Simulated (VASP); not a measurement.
# HfSi2B4 (Pm) in VASP: band structure with PBE

Aim: the band structure of HfSi2B4 with PBE.

Program: VASP 6.6.1. These are calculated values, not measurements. Logs are shortened: lines on timing, memory, paths and dates and some standing lists are left out, and cuts for length are marked.

**1. Starting point**

Symmetry: Pm, No. 6, monoclinic system. The conventional cell has a = 5.479 Å, b = 3.104 Å, c = 9.303 Å, α = 90.00°, β = 90.15°, γ = 90.00°. Hf (site symmetry m) has 12 B at 2.45 to 2.55 Å as nearest neighbours. Hf (site symmetry m) has 12 B at 2.45 to 2.56 Å as nearest neighbours. Around Si (site symmetry m) lie 1 B at 1.99 Å. Around Si (site symmetry m) lie 1 B at 2.02 Å and 1 Si at 2.30 Å. Around Si (site symmetry m) lie 1 B at 2.05 Å. Around Si (site symmetry m) lie 1 B at 2.01 Å. B (site symmetry m) is surrounded by 3 B at 1.78 to 1.81 Å. B (site symmetry m) is surrounded by 3 B at 1.81 to 1.87 Å.

The cell was built by a generator and needn't be a form met in nature.

**2. Band structure, PBE**

INCAR reads:

```
SYSTEM = HfSi2B4
ALGO = Normal
EDIFF = 1E-7
ENCUT = 520
GGA = PE
ISIF = 2
ISMEAR = 0
KPAR = 4
LASPH = .TRUE.
LCHARG = .FALSE.
LMAXMIX = 4
LREAL = .FALSE.
LWAVE = .FALSE.
NBANDS = 43
NELM = 100
PREC = Accurate
SIGMA = 0.1
```

KPOINTS reads:

```
k-points
0
G
  6 10 4
  0 0 0
```

POSCAR reads:

```
HfSi2B4
1.0
    5.4787120000      0.0000000000      0.0000000000
    0.0000000000      3.1037410000      0.0000000000
   -0.0246560000      0.0000000000      9.3026020000
Hf Si B
2 4 8
Direct
    0.9795550000      0.0000000000      0.9946360000
    0.4819550000      0.5000000000      0.9968530000
    0.1911440000      0.0000000000      0.3787240000
    0.7722040000      0.0000000000      0.3907590000
    0.7242270000      0.5000000000      0.5931880000
    0.3866720000      0.0000000000      0.6025190000
    0.1476890000      0.5000000000      0.8175030000
    0.6475440000      0.0000000000      0.8180600000
    0.3071570000      0.0000000000      0.8129000000
    0.8179820000      0.5000000000      0.8063900000
    0.3180110000      0.0000000000      0.1785970000
    0.8158190000      0.5000000000      0.1805040000
    0.1479730000      0.5000000000      0.1885490000
    0.6485410000      0.0000000000      0.1864570000
```

KPOINTS_OPT reads:

```
path GYHCEM1AXH1,MDZ,YD
15
line-mode
reciprocal
 0.0000000000  0.0000000000  0.0000000000  G
 0.0000000000  0.0000000000  0.5000000000  Y

 0.0000000000  0.0000000000  0.5000000000  Y
-0.4992230316  0.0000000000  0.5022466673  H

-0.4992230316  0.0000000000  0.5022466673  H
-0.5000000000  0.0000000000  0.5000000000  C

-0.5000000000  0.0000000000  0.5000000000  C
-0.5000000000  0.5000000000  0.5000000000  E

-0.5000000000  0.5000000000  0.5000000000  E
-0.5007769684  0.5000000000  0.4977533327  M1

-0.5007769684  0.5000000000  0.4977533327  M1
-0.5000000000  0.5000000000  0.0000000000  A

-0.5000000000  0.5000000000  0.0000000000  A
-0.5000000000  0.0000000000  0.0000000000  X

-0.5000000000  0.0000000000  0.0000000000  X
-0.5007769684  0.0000000000  0.4977533327  H1

-0.4992230316  0.5000000000  0.5022466673  M
 0.0000000000  0.5000000000  0.5000000000  D

 0.0000000000  0.5000000000  0.5000000000  D
 0.0000000000  0.5000000000  0.0000000000  Z

 0.0000000000  0.0000000000  0.5000000000  Y
 0.0000000000  0.5000000000  0.5000000000  D
```

Potentials or basis: VASP PAW PBE potentials, release 64 (Hf_pv, Si, B).

Launch:

```sh
$ cat potpaw_PBE.64/Hf_pv/POTCAR potpaw_PBE.64/Si/POTCAR potpaw_PBE.64/B/POTCAR > POTCAR
$ mpirun -np 4 vasp_std > vasp.out
```

OUTCAR:

```text
SYSTEM = HfSi2B4
   EDIFF = 1E-7
   ENCUT = 520
   GGA = PE
   ISIF = 2
   ISMEAR = 0
   LASPH = .TRUE.
   LREAL = .FALSE.
   NELM = 100
   PREC = Accurate

 ion  position               nearest neighbor table
   1  0.980  0.000  0.995-   7 2.45   7 2.45   8 2.45   9 2.47  12 2.49  12 2.49  10 2.50  10 2.50
                            11 2.52  14 2.55  13 2.55  13 2.55   2 3.14   2 3.14   2 3.16   2 3.16
   2  0.482  0.500  0.997-   8 2.45   8 2.45  11 2.47  11 2.47   7 2.47   9 2.50   9 2.50  12 2.50
                            14 2.52  14 2.52  13 2.56  10 2.56   1 3.14   1 3.14   1 3.16   1 3.16
   3  0.191  0.000  0.379-  11 1.99   4 2.30   6 2.34  13 2.36  13 2.36
   4  0.772  0.000  0.391-  14 2.02   3 2.30   5 2.45   5 2.45  12 2.51  12 2.51   6 2.89
   5  0.724  0.500  0.593-  10 2.05   6 2.42   6 2.42   4 2.45   4 2.45   8 2.64   8 2.64
   6  0.387  0.000  0.603-   9 2.01   3 2.34   5 2.42   5 2.42   8 2.46   4 2.89
   7  0.148  0.500  0.818-   9 1.78   9 1.78  10 1.81   1 2.45   1 2.45   2 2.47
   8  0.648  0.000  0.818-  10 1.81  10 1.81   9 1.87   1 2.45   2 2.45   2 2.45   6 2.46   5 2.64
                             5 2.64
   9  0.307  0.000  0.813-   7 1.78   7 1.78   8 1.87   6 2.01   1 2.47   2 2.50   2 2.50
  10  0.818  0.500  0.806-   7 1.81   8 1.81   8 1.81   5 2.05   1 2.50   1 2.50   2 2.56
  11  0.318  0.000  0.179-  14 1.81  13 1.81  13 1.81   3 1.99   2 2.47   2 2.47   1 2.52
  12  0.816  0.500  0.181-  14 1.80  14 1.80  13 1.82   1 2.49   1 2.49   2 2.50   4 2.51   4 2.51

  13  0.148  0.500  0.189-  11 1.81  11 1.81  12 1.82   3 2.36   3 2.36   1 2.55   1 2.55   2 2.56

  14  0.649  0.000  0.186-  12 1.80  12 1.80  11 1.81   4 2.02   2 2.52   2 2.52   1 2.55

  LATTYP: Found a simple monoclinic cell.
 ALAT       =     5.4787120000
 B/A-ratio  =     0.5665092452
 C/A-ratio  =     1.6979601546
 COS(beta)  =    -0.0026504319

  Lattice vectors:

 A1 = (   5.4787120000,   0.0000000000,   0.0000000000)
 A2 = (   0.0000000000,   3.1037410000,   0.0000000000)
 A3 = (  -0.0246560000,   0.0000000000,   9.3026020000)

Analysis of symmetry for initial positions (statically):
=====================================================================
 Subroutine PRICEL returns:
 Original cell was already a primitive cell.

 Routine SETGRP: Setting up the symmetry group for a
 simple monoclinic supercell.

 Subroutine GETGRP returns: Found  2 space group operations
 (whereof  2 operations were pure point group operations)
 out of a pool of  4 trial point group operations.

The static configuration has the point symmetry C_1h.

Analysis of symmetry for dynamics (positions and initial velocities):
=====================================================================
 Subroutine PRICEL returns:
 Original cell was already a primitive cell.

 Routine SETGRP: Setting up the symmetry group for a
 simple monoclinic supercell.

 Subroutine GETGRP returns: Found  2 space group operations
 (whereof  2 operations were pure point group operations)
 out of a pool of  4 trial point group operations.

The dynamic configuration has the point symmetry C_1h.

 Subroutine INISYM returns: Found  2 space group operations
 (whereof  2 operations are pure point group operations),
 and found     1 'primitive' translations

----------------------------------------------------------------------------------------

                                     Primitive cell

  volume of cell :     158.1861

  direct lattice vectors                    reciprocal lattice vectors
     5.478712000  0.000000000  0.000000000     0.182524652  0.000000000  0.000483771
     0.000000000  3.103741000  0.000000000     0.000000000  0.322191832  0.000000000
    -0.024656000  0.000000000  9.302602000     0.000000000  0.000000000  0.107496806

  length of vectors
     5.478712000  3.103741000  9.302634675     0.182525293  0.322191832  0.107496806

  position of ions in fractional coordinates (direct lattice)
     0.979555000  0.000000000  0.994636000
     0.481955000  0.500000000  0.996853000
     0.191144000  0.000000000  0.378724000
     0.772204000  0.000000000  0.390759000
     0.724227000  0.500000000  0.593188000
     0.386672000  0.000000000  0.602519000
     0.147689000  0.500000000  0.817503000
     0.647544000  0.000000000  0.818060000
     0.307157000  0.000000000  0.812900000
     0.817982000  0.500000000  0.806390000
     0.318011000  0.000000000  0.178597000
     0.815819000  0.500000000  0.180504000
     0.147973000  0.500000000  0.188549000
     0.648541000  0.000000000  0.186457000

  ion indices of the primitive-cell ions
   primitive index   ion index
                 1           1
                 2           2
                 3           3
                 4           4
                 5           5
                 6           6
                 7           7
                 8           8
                 9           9
                10          10
                11          11
                12          12
                13          13
                14          14

----------------------------------------------------------------------------------------

 KPOINTS: k-points

Automatic generation of k-mesh.
 Grid dimensions read from file:
 generate k-points for:    6   10    4

 Generating k-lattice:

  Cartesian coordinates                     Fractional coordinates (reciprocal lattice)
     0.030420775  0.000000000  0.000080628     0.166666667  0.000000000 -0.000000000
     0.000000000  0.032219183  0.000000000     0.000000000  0.100000000  0.000000000
     0.000000000  0.000000000  0.026874201     0.000000000  0.000000000  0.250000000

  Length of vectors
     0.030420882  0.032219183  0.026874201

  Shift w.r.t. Gamma in fractional coordinates (k-lattice)
     0.000000000  0.000000000  0.000000000

 Subroutine IBZKPT returns following result:
 ===========================================

 Found     84 irreducible k-points:

 Following reciprocal coordinates:
            Coordinates               Weight
  0.000000  0.000000  0.000000      1.000000
  0.166667  0.000000  0.000000      2.000000
  0.333333  0.000000  0.000000      2.000000
  0.500000  0.000000  0.000000      1.000000
  0.000000  0.100000  0.000000      2.000000
  0.166667  0.100000  0.000000      4.000000
[... 16 lines left out ...]
  0.333333  0.500000  0.000000      2.000000
  0.500000  0.500000  0.000000      1.000000
 [... further k-points ...]
   k-points           NKPTS =     84   k-points in BZ     NKDIM =     84   number of bands    NBANDS=     43
   number of dos      NEDOS =    301   number of ions     NIONS =     14
   total plane-waves  NPLWV =  70560
   dimension x,y,z NGX =    42 NGY =   24 NGZ =   70
   dimension x,y,z NGXF=    84 NGYF=   48 NGZF=  140
   ions per type =               2   4   8
   NGX,Y,Z   is equivalent  to a cutoff of  12.74, 12.86, 12.51 a.u.
   NGXF,Y,Z  is equivalent  to a cutoff of  25.49, 25.71, 25.02 a.u.
 SYSTEM =  HfSi2B4
   PREC   = accura    normal or accurate (medium, high low for compatibility)
   ISTART =      0    job   : 0-new  1-cont  2-samecut
   ICHARG =      2    charge: 1-file 2-atom 10-const
   ISPIN  =      1    spin polarized calculation?
   LNONCOLLINEAR =      F non collinear calculations
   LSORBIT =      F    spin-orbit coupling
   LASPH  =      T    aspherical Exc in radial PAW
   ENCUT  =  520.0 eV  38.22 Ry    6.18 a.u.  10.19  5.77 17.30*2*pi/ulx,y,z
   NELM   =    100;   NELMIN=  2; NELMDL= -5     # of ELM steps
   EDIFF  = 0.1E-06   stopping-criterion for ELM
   LREAL  =      F    real-space projection
   EDIFFG = 0.1E-05   stopping-criterion for IOM
   NSW    =      0    number of steps for IOM
   IBRION =     -1    ionic relax: 0-MD 1-quasi-New 2-CG
   NFREE  =      0    steps in history (QN), initial steepest desc. (CG)
   ISIF   =      2    stress and relaxation
   ISYM   =      2    0-nonsym 1-usesym 2-fastsym
   POTIM  = 0.5000    time-step for ionic-motion
   TEBEG  =    0.0;   TEEND  =   0.0 temperature during run
   PSTRESS=    0.0 pullay stress
   NELECT =      60.0000    total number of electrons
   NUPDOWN=      -1.0000    fix difference up-down
   EMIN   =  10.00;   EMAX   =-10.00  energy-range for DOS
   EFERMI =   0.00;   METHOD = LEGACY
   ISMEAR =     0;   SIGMA  =   0.10  broadening in eV -4-tet -1-fermi 0-gaus
   EFERMI_NEDOS =   21; number of points for ismear=-14 and -15
   IALGO  =     38    algorithm
   IMIX   =      4    mixing-type and parameters
     AMIX     =   0.40;   BMIX     =  1.00
     AMIX_MAG =   1.60;   BMIX_MAG =  1.00
  volume/ion in A,a.u.               =      11.30        76.25
  Fermi-wavevector in a.u.,A,eV,Ry     =   1.185048  2.239415 19.107175  1.404338
  Thomas-Fermi vector in A             =   2.321249
   LORBIT       =      0    0 simple, 1 ext, 2 COOP (PROOUT), +10 PAW based schemes
   GGA     = PE    functional components
   LHFCALC =     F    Hartree Fock is set to
   AEXX    =    0.0000 exact exchange contribution
   IVDW    =     0    specifies the selected vdW correction
   LEPSILON=     F    determine dielectric tensor
   LRPA    =     F    only Hartree local field effects (RPA)
 non-spin polarized calculation
 Gauss-broadening in eV      SIGMA  =   0.10
  energy-cutoff  :      520.00
  volume of cell :      158.19
 maximum number of plane-waves:      4288
 NGX is ok and might be reduce to    42
   NGX = 21   NGY = 11   NGZ = 35

 number of electron      60.0000001 magnetization

 Free energy of the ion-electron system (eV)
  ---------------------------------------------------
  ext. energy  EPLUGINS =         0.00000000
  ---------------------------------------------------
  free energy    TOTEN  =       -97.52738507 eV

  energy without entropy =      -97.51727467  energy(sigma->0) =      -97.52232987

 E-fermi :   7.2287     XC(G=0): -11.3744

 val. band max:        7.2080351557   @ k =   0.5000   0.2000   0.2500
 cond. band min:       7.2290983327   @ k =  -0.3333   0.3000   0.2500
 fundamental gap:      0.0210631770
 Fermi energy:         7.2286936866

 k-point     1 :       0.0000    0.0000    0.0000
  band No.  band energies     occupation
      1     -23.3750      2.00000
      2     -23.1844      2.00000
      3     -23.0326      2.00000
      4     -22.7562      2.00000
      5     -22.6294      2.00000
      6     -22.5895      2.00000
[... 34 lines left out ...]
     41      12.0410      0.00000
     42      12.4331      0.00000
[... 994 lines left out ...]
      2     -23.3668      2.00000
      3     -23.0246      2.00000
      4     -23.0202      2.00000
      5     -22.8093      2.00000
      6     -22.7981      2.00000
[... 34 lines left out ...]
     41      11.5735      0.00000
     42      12.1023      0.00000

 [... further k-points ...]

 [bands above 42 left out]

------------------------ aborting loop because EDIFF is reached ----------------------------------------

  FORCE on cell =-STRESS in cart. coord.  units (eV):
  Direction    XX          YY          ZZ          XY          YZ          ZX
  --------------------------------------------------------------------------------------
  -------------------------------------------------------------------------------------
  Total       -0.9067533      1.3319971     -0.2049000      0.0000000      0.0000000     -0.2365643
  in kB       -9.1839887     13.4910413     -2.0753154      0.0000000      0.0000000     -2.3960258
  external PRESSURE =       0.7439124 kB  Pullay stress =       0.0000000 kB

 VOLUME and BASIS-vectors are now :
 -----------------------------------------------------------------------------
  energy-cutoff  :      520.00
  volume of cell :      158.19
      direct lattice vectors                 reciprocal lattice vectors
     5.478712000  0.000000000  0.000000000     0.182524652  0.000000000  0.000483771
     0.000000000  3.103741000  0.000000000     0.000000000  0.322191832  0.000000000
    -0.024656000  0.000000000  9.302602000     0.000000000  0.000000000  0.107496806

 POSITION                                       TOTAL-FORCE (eV/Angst)
 -----------------------------------------------------------------------------------
      5.34218      0.00000      9.25270         0.001712      0.000000      0.006494
      2.61591      1.55187      9.27333        -0.003699      0.000000      0.045998
      1.03789      0.00000      3.52312        -0.109996      0.000000      0.016994
      4.22105      0.00000      3.63508         0.113809      0.000000      0.155595
      3.95321      1.55187      5.51819        -0.142189      0.000000     -0.129141
      2.10361      0.00000      5.60499         0.161580      0.000000     -0.004382
      0.78899      1.55187      7.60491        -0.000941      0.000000      0.000163
      3.52754      0.00000      7.61009        -0.074495      0.000000     -0.003575
      1.66278      0.00000      7.56209         0.033639      0.000000      0.000225
      4.46161      1.55187      7.50153         0.018869      0.000000     -0.011406
      1.73789      0.00000      1.66142         0.004148      0.000000     -0.068278
      4.46519      1.55187      1.67916         0.017850      0.000000      0.023929
      0.80605      1.55187      1.75400        -0.017072      0.000000      0.046943
      3.54857      0.00000      1.73454        -0.003217      0.000000     -0.079557
 -----------------------------------------------------------------------------------
    total drift:                               -0.000105      0.000000     -0.000033

  FREE ENERGIE OF THE ION-ELECTRON SYSTEM (eV)
  ---------------------------------------------------
  free  energy   TOTEN  =       -97.5273850741 eV

  energy  without entropy=      -97.5172746723  energy(sigma->0) =      -97.52232987
```

It took 3.8 min on 4 MPI ranks of Intel Xeon 6975P-C (Granite Rapids), shared host; peak memory 0.82 GiB.

What came out:

```yaml
Free_energy: -97.5274 eV
Pressure: 0.1 GPa
Largest_force: 0.193 eV/Å
Band_gap_along_the_path: none (metal or under the smearing width)
```

Forces in eV/Å, atoms in the order of the input:
```
Hf   0.002  0.000  0.006
Hf  -0.004  0.000  0.046
Si  -0.110  0.000  0.017
Si   0.114  0.000  0.156
Si  -0.142  0.000 -0.129
Si   0.162  0.000 -0.004
B   -0.001  0.000  0.000
B   -0.074  0.000 -0.004
B    0.034  0.000  0.000
B    0.019  0.000 -0.011
B    0.004  0.000 -0.068
B    0.018  0.000  0.024
B   -0.017  0.000  0.047
B   -0.003  0.000 -0.080
```

Levels at the corners of the path, in eV from the Fermi level:
```tsv
point	band 27	band 28	band 29	band 30	band 31	band 32	band 33	band 34	band 35	band 36
Γ	-0.61	-0.44	0.14	1.11	1.38	1.79	2.01	2.06	2.62	3.17
Y	-0.65	-0.54	0.94	1.07	1.74	1.81	1.97	2.13	2.18	2.99
Y	-0.65	-0.54	0.94	1.07	1.74	1.81	1.97	2.13	2.18	2.99
H	-1.68	-1.38	-0.09	0.72	1.26	1.93	2.35	2.69	2.83	3.07
H	-1.68	-1.38	-0.09	0.72	1.26	1.93	2.35	2.69	2.83	3.07
C	-1.68	-1.38	-0.09	0.72	1.26	1.93	2.35	2.69	2.83	3.07
C	-1.68	-1.38	-0.09	0.72	1.26	1.93	2.35	2.69	2.83	3.07
E	-2.64	-1.83	-1.80	-0.72	-0.60	0.21	1.15	1.25	2.05	2.38
E	-2.64	-1.83	-1.80	-0.72	-0.60	0.21	1.15	1.25	2.05	2.38
M1	-2.64	-1.83	-1.80	-0.72	-0.60	0.21	1.15	1.25	2.05	2.38
M1	-2.64	-1.83	-1.80	-0.72	-0.60	0.21	1.15	1.25	2.05	2.38
A	-2.74	-2.50	-2.22	-0.81	-0.66	0.50	1.16	1.25	2.45	2.60
A	-2.74	-2.50	-2.22	-0.81	-0.66	0.50	1.16	1.25	2.45	2.60
X	-1.09	-0.94	0.38	0.84	1.30	1.34	1.88	2.21	2.86	2.94
X	-1.09	-0.94	0.38	0.84	1.30	1.34	1.88	2.21	2.86	2.94
H1	-1.68	-1.38	-0.09	0.72	1.26	1.93	2.35	2.69	2.83	3.07
M	-2.64	-1.83	-1.80	-0.72	-0.60	0.21	1.15	1.25	2.05	2.38
D	-2.87	-2.59	-1.84	-0.85	-0.34	0.46	1.07	1.25	1.52	1.91
D	-2.87	-2.59	-1.84	-0.85	-0.34	0.46	1.07	1.25	1.52	1.91
Z	-2.99	-2.42	-1.53	-1.53	-0.98	0.17	1.02	1.75	2.17	2.22
Y	-0.65	-0.54	0.94	1.07	1.74	1.81	1.97	2.13	2.18	2.99
D	-2.87	-2.59	-1.84	-0.85	-0.34	0.46	1.07	1.25	1.52	1.91
```

Caveat: spin-orbit coupling is left out, which moves the levels of the heavy elements.
